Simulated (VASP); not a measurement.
Input:

```
Ru
1.0
    1.36706    -2.36782     0.00000
    1.36706     2.36782     0.00000
    0.00000     0.00000     4.30565
Ru
2
Direct
  0.33333   0.66667   0.25000
  0.66667   0.33333   0.75000
```

The numbers are results of r2SCAN meta-GGA, VASP's PBE PAW potentials (set 64) (plane waves; VASP 6.6.1), not measurements. Run with 480 eV cut-off, 14×14×8 Γ-centred mesh, first-order Methfessel-Paxton smearing of 0.10 eV, potentials Ru_pv.

**Question.** Give the stress tensor in GPa (positive for a compressed cell).

**Answer.** 
```
-8.60   0.00   0.00
 0.00  -8.60   0.00
 0.00   0.00  -9.27
```
The pressure is its mean diagonal, -8.82 GPa.

The compound is Ru in the hcp structure. This cell was strained or had an atom moved on purpose.
